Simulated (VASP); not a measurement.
# InSbO2 (P6_3/mmc) in VASP: phonons with PBE

Aim: the phonons of InSbO2 with PBE.

All numbers are computed with VASP 6.6.1; they aren't measurements. Logs are shortened: lines on timing, memory, paths and dates and some standing lists are left out, and cuts for length are marked.

**1. The crystal as given**

Symmetry: P6_3/mmc, No. 194, hexagonal system. The conventional cell has a = 3.343 Å, b = 3.343 Å, c = 13.619 Å, α = 90.00°, β = 90.00°, γ = 120.00°. In (site symmetry -3m) is surrounded by 6 O at 2.23 Å. Sb (site symmetry -6m2) has 2 O at 2.29 Å as nearest neighbours. O (site symmetry 3m) has 3 In at 2.23 Å and 1 Sb at 2.29 Å as nearest neighbours.

The cell was built by a generator and needn't be a form met in nature.

**2. Phonons, PBE**

Input file POSCAR:

```
InSbO2
1.0
    3.3425470000      0.0000000000      0.0000000000
   -1.6712740000      2.8947310000      0.0000000000
    0.0000000000      0.0000000000     13.6190600000
In Sb O
2 2 4
Direct
    0.0000000000      0.0000000000      0.0000000000
    0.0000000000      0.0000000000      0.5000000000
    0.3333330000      0.6666670000      0.2500000000
    0.6666670000      0.3333330000      0.7500000000
    0.3333330000      0.6666670000      0.0818710000
    0.6666670000      0.3333330000      0.5818710000
    0.3333330000      0.6666670000      0.4181290000
    0.6666670000      0.3333330000      0.9181290000
```

Input file INCAR.step1:

```
SYSTEM = InSbO2
PREC     = Accurate       ! precision mode
ENCUT    = 520            ! plane-wave cutoff, eV
EDIFF    = 1E-8           ! SCF threshold, eV
ISMEAR   = 0              ! smearing method
SIGMA    = 0.1            ! smearing width, eV
LREAL    = .False.        ! projectors in reciprocal space
LASPH    = .True.         ! aspherical terms in the spheres
NELM     = 60             ! most SCF steps
ALGO     = Normal         ! electronic algorithm
ISIF     = 3              ! what is computed and relaxed
LWAVE    = .False.        ! write WAVECAR
LCHARG   = .False.        ! write CHGCAR
GGA      = PE             ! functional
KPAR     = 4            
IBRION   = 2              ! ionic algorithm
NSW      = 40             ! ionic steps
EDIFFG   = -0.002         ! ionic threshold
```

Input file INCAR.step2:

```
SYSTEM = InSbO2
PREC     = Accurate       ! precision mode
ENCUT    = 520            ! plane-wave cutoff, eV
EDIFF    = 1E-8           ! SCF threshold, eV
ISMEAR   = 0              ! smearing method
SIGMA    = 0.1            ! smearing width, eV
LREAL    = .False.        ! projectors in reciprocal space
LASPH    = .True.         ! aspherical terms in the spheres
NELM     = 60             ! most SCF steps
ALGO     = Normal         ! electronic algorithm
ISIF     = 2              ! what is computed and relaxed
LWAVE    = .False.        ! write WAVECAR
LCHARG   = .False.        ! write CHGCAR
GGA      = PE             ! functional
KPAR     = 4            
IBRION   = 6              ! ionic algorithm
NFREE    = 2            
POTIM    = 0.015          ! step
NSW      = 1              ! ionic steps
```

Input file KPOINTS:

```
regular mesh
0
Gamma
  10 10 4
  0 0 0
```

Potentials or basis: VASP PAW PBE potentials, release 64 (In_d, Sb, O).

Run with:

```sh
$ cat potpaw_PBE.64/In_d/POTCAR potpaw_PBE.64/Sb/POTCAR potpaw_PBE.64/O/POTCAR > POTCAR
$ cp INCAR.step1 INCAR
$ mpirun -np 4 vasp_std > vasp.out
$ cp CONTCAR POSCAR
$ cp INCAR.step2 INCAR
$ mpirun -np 4 vasp_std > vasp.out
```

OUTCAR:

```text
SYSTEM = InSbO2
   PREC = Accurate
   ENCUT = 520
   EDIFF = 1E-8
   ISMEAR = 0
   LREAL = .False.
   LASPH = .True.
   NELM = 60
   ISIF = 2
   GGA = PE
   IBRION = 6
   NFREE = 2
   POTIM = 0.015
   NSW = 1

 ion  position               nearest neighbor table
   1  0.000  0.000  0.000-   5 2.23   8 2.23   8 2.23   5 2.23   8 2.23   5 2.23
   2  0.000  0.000  0.500-   6 2.23   7 2.23   6 2.23   7 2.23   6 2.23   7 2.23
   3  0.333  0.667  0.250-   5 2.29   7 2.29
   4  0.667  0.333  0.750-   6 2.29   8 2.29
   5  0.333  0.667  0.082-   1 2.23   1 2.23   1 2.23   3 2.29
   6  0.667  0.333  0.582-   2 2.23   2 2.23   2 2.23   4 2.29
   7  0.333  0.667  0.418-   2 2.23   2 2.23   2 2.23   3 2.29
   8  0.667  0.333  0.918-   1 2.23   1 2.23   1 2.23   4 2.29

  LATTYP: Found a hexagonal cell.
 ALAT       =     3.3429158997
 C/A-ratio  =     4.0736980046

  Lattice vectors:

 A1 = (   3.3429158997,  -0.0000000001,   0.0000000000)
 A2 = (  -1.6714584500,   2.8950504767,   0.0000000000)
 A3 = (   0.0000000000,   0.0000000000,  13.6180298301)

Analysis of symmetry for initial positions (statically):
=====================================================================
 Subroutine PRICEL returns:
 Original cell was already a primitive cell.

 Routine SETGRP: Setting up the symmetry group for a
 hexagonal supercell.

 Subroutine GETGRP returns: Found 24 space group operations
 (whereof 12 operations were pure point group operations)
 out of a pool of 24 trial point group operations.

The static configuration has the point symmetry D_3d.
 The point group associated with its full space group is D_6h.

Analysis of symmetry for dynamics (positions and initial velocities):
=====================================================================
 Subroutine PRICEL returns:
 Original cell was already a primitive cell.

 Routine SETGRP: Setting up the symmetry group for a
 hexagonal supercell.

 Subroutine GETGRP returns: Found 24 space group operations
 (whereof 12 operations were pure point group operations)
 out of a pool of 24 trial point group operations.

The dynamic configuration has the point symmetry D_3d.
 The point group associated with its full space group is D_6h.

 Subroutine INISYM returns: Found 24 space group operations
 (whereof 12 operations are pure point group operations),
 and found     1 'primitive' translations

----------------------------------------------------------------------------------------

                                     Primitive cell

  volume of cell :     131.7941

  direct lattice vectors                    reciprocal lattice vectors
     3.342915900 -0.000000000  0.000000000     0.299140041  0.172708612  0.000000000
    -1.671458450  2.895050477  0.000000000     0.000000000  0.345417121  0.000000000
     0.000000000  0.000000000 13.618029830     0.000000000  0.000000000  0.073432061

  length of vectors
     3.342915900  3.342916483 13.618029830     0.345417181  0.345417121  0.073432061

  position of ions in fractional coordinates (direct lattice)
     0.000000000  0.000000000  0.000000000
     0.000000000  0.000000000  0.500000000
     0.333333000  0.666667000  0.250000000
     0.666667000  0.333333000  0.750000000
     0.333333000  0.666667000  0.081873790
     0.666667000  0.333333000  0.581873790
     0.333333000  0.666667000  0.418126210
     0.666667000  0.333333000  0.918126210

  ion indices of the primitive-cell ions
   primitive index   ion index
                 1           1
                 2           2
                 3           3
[... 99 lines left out ...]
  Fermi-wavevector in a.u.,A,eV,Ry     =   1.259389  2.379900 21.579671  1.586061
  Thomas-Fermi vector in A             =   2.392951
   LORBIT       =      0    0 simple, 1 ext, 2 COOP (PROOUT), +10 PAW based schemes
   GGA     = PE    functional components
   LHFCALC =     F    Hartree Fock is set to
   AEXX    =    0.0000 exact exchange contribution
   IVDW    =     0    specifies the selected vdW correction
   LEPSILON=     F    determine dielectric tensor
   LRPA    =     F    only Hartree local field effects (RPA)
 finite differences with symmetry
 non-spin polarized calculation
 Gauss-broadening in eV      SIGMA  =   0.10
  energy-cutoff  :      520.00
  volume of cell :      131.79
 maximum number of plane-waves:      3579
 NGX is ok and might be reduce to    28
   NGX = 13   NGY = 13   NGZ = 51

--------------------------------------- Ionic step        1  -------------------------------------------

 number of electron      59.9999997 magnetization

 Free energy of the ion-electron system (eV)
  ---------------------------------------------------
  ext. energy  EPLUGINS =         0.00000000
  ---------------------------------------------------
  free energy    TOTEN  =       -42.67914417 eV

  energy without entropy =      -42.67027300  energy(sigma->0) =      -42.67470858

------------------------ aborting loop because EDIFF is reached ----------------------------------------

  FORCE on cell =-STRESS in cart. coord.  units (eV):
  Direction    XX          YY          ZZ          XY          YZ          ZX
  --------------------------------------------------------------------------------------
  -------------------------------------------------------------------------------------
  Total       -0.0045943     -0.0045943     -0.0043401      0.0000000      0.0000000      0.0000000
  in kB       -0.0558514     -0.0558514     -0.0527611      0.0000000      0.0000000      0.0000000
  external PRESSURE =      -0.0548213 kB  Pullay stress =       0.0000000 kB
[... 107 lines left out ...]
  FREE ENERGIE OF THE ION-ELECTRON SYSTEM (eV)
  ---------------------------------------------------
  free  energy   TOTEN  =       -42.6782147550 eV

  energy  without entropy=      -42.6693437191  energy(sigma->0) =      -42.67377924

[... ionic steps 4 to 10 ...]

--------------------------------------- Ionic step       11  -------------------------------------------

 number of electron      59.9999997 magnetization

------------------------ aborting loop because EDIFF is reached ----------------------------------------
[... 79 lines left out ...]
--------------------------------------- Ionic step       13  -------------------------------------------

 number of electron      59.9999997 magnetization

 Free energy of the ion-electron system (eV)
  ---------------------------------------------------
  ext. energy  EPLUGINS =         0.00000000
  ---------------------------------------------------
  free energy    TOTEN  =       -42.67810479 eV

  energy without entropy =      -42.66921247  energy(sigma->0) =      -42.67365863

 E-fermi :   7.4530     XC(G=0): -10.4537

 val. band max:        7.4363544360   @ k =   0.2000   0.1000   0.0000
 cond. band min:       7.4534358661   @ k =   0.1000   0.0000   0.5000
 fundamental gap:      0.0170814301
 Fermi energy:         7.4530255413

 k-point     1 :       0.0000    0.0000    0.0000
  band No.  band energies     occupation
      1     -12.2522      2.00000
      2     -12.2191      2.00000
      3     -11.2941      2.00000
      4     -11.2285      2.00000
      5      -7.3387      2.00000
      6      -7.3387      2.00000
[... 925 lines left out ...]
     35      11.0521      0.00000
     36      11.7713      0.00000

 [... further k-points ...]
[... 5 lines left out ...]
  --------------------------------------------------------------------------------------
  -------------------------------------------------------------------------------------
  Total        0.0961702      0.0961702     -0.0614282     -0.0000000      0.0000000     -0.0000000
  in kB        1.1691097      1.1691100     -0.7467622     -0.0000002      0.0000000     -0.0000000
  external PRESSURE =       0.5304858 kB  Pullay stress =       0.0000000 kB
[... 23 lines left out ...]
  FREE ENERGIE OF THE ION-ELECTRON SYSTEM (eV)
  ---------------------------------------------------
  free  energy   TOTEN  =       -42.6781047918 eV

  energy  without entropy=      -42.6692124712  energy(sigma->0) =      -42.67365863

 INTERNAL STRAIN TENSORS FROM DISPLACED ATOMS
 ============================================

 INTERNAL STRAIN TENSOR FOR ION    1 for displacements in x,y,z  (eV/Angst):
          X           Y           Z          XY          YZ          ZX
  --------------------------------------------------------------------------------
  x     0.00000     0.00000     0.00000     0.00000     0.00000     0.00000
  y     0.00000     0.00000     0.00000     0.00000     0.00000     0.00000
  z     0.00000     0.00000     0.00000     0.00000     0.00000     0.00000

 INTERNAL STRAIN TENSOR FOR ION    8 for displacements in x,y,z  (eV/Angst):
          X           Y           Z          XY          YZ          ZX
  --------------------------------------------------------------------------------
  x     0.00000    -0.00000    -0.00000    -1.37909    -0.00000     4.61039
  y    -1.37909     1.37909     0.00000    -0.00000     4.61040    -0.00000
  z     6.52733     6.52733    -4.12132    -0.00000    -0.00000    -0.00000

 Eigenvectors and eigenvalues of the dynamical matrix
 ----------------------------------------------------

   1 f  =   14.907893 THz    93.669055 2PiTHz  497.273787 cm-1    61.654064 meV
             X         Y         Z           dx          dy          dz
      0.000000  0.000000  0.000000    -0.000000   -0.000000    0.000000
      0.000000  0.000000  6.809015    -0.000000    0.000000   -0.000000
     -0.000002  1.930035  3.404507    -0.000000    0.000000   -0.000000
      1.671459  0.965016 10.213522    -0.000000   -0.000000    0.000000
     -0.000002  1.930035  1.114960    -0.000000    0.000000   -0.500000
      1.671459  0.965016  7.923975     0.000000    0.000000   -0.500000
     -0.000002  1.930035  5.694055     0.000000   -0.000000    0.500000
      1.671459  0.965016 12.503070     0.000000    0.000000    0.500000
[... 243 lines left out ...]
  24 f/i=    0.003153 THz     0.019812 2PiTHz    0.105178 cm-1     0.013040 meV
             X         Y         Z           dx          dy          dz
      0.000000  0.000000  0.000000    -0.204038    0.415410    0.000000
      0.000000  0.000000  6.809015    -0.204038    0.415410    0.000000
     -0.000002  1.930035  3.404507    -0.209693    0.426924    0.000000
      1.671459  0.965016 10.213522    -0.209693    0.426924    0.000000
     -0.000002  1.930035  1.114960    -0.076084    0.154903    0.000000
      1.671459  0.965016  7.923975    -0.076084    0.154903    0.000000
     -0.000002  1.930035  5.694055    -0.076084    0.154903    0.000000
      1.671459  0.965016 12.503070    -0.076084    0.154903    0.000000

 ELASTIC MODULI CONTR FROM IONIC RELAXATION (kBar)
 Direction    XX          YY          ZZ          XY          YZ          ZX
 --------------------------------------------------------------------------------
 XX        -158.8761   -125.9141     89.9074      0.0000      0.0000     -0.0000
 YY        -125.9141   -158.8762     89.9075      0.0000     -0.0000      0.0000
 ZZ          89.9074     89.9075    -56.7671     -0.0000      0.0000      0.0000
 XY           0.0000      0.0000     -0.0000    -16.4810     -0.0000      0.0000
 YZ          -0.0000     -0.0000      0.0000     -0.0000   -183.5674      0.0000
 ZX          -0.0000      0.0000      0.0000     -0.0000      0.0000   -183.5673
 --------------------------------------------------------------------------------
```

Run time: 40 min. Hardware: 4 MPI ranks of AMD EPYC 7R13 (Zen 3), shared host; peak memory 1.3 GiB.

What came out:

```yaml
Highest_phonon_frequency_at_Γ_LO-TO_splitting_left_out: 497 cm⁻¹
```

Phonon frequencies in cm⁻¹ (negative: imaginary):
| q point | frequencies |
| --- | --- |
| (0.000, 0.000, 0.000) | 0 0 0 42 42 54 54 73 73 125 133 143 278 309 309 314 314 315 315 318 318 419 447 497 |

The run has no spin-orbit coupling, so splittings on Sb are missing.
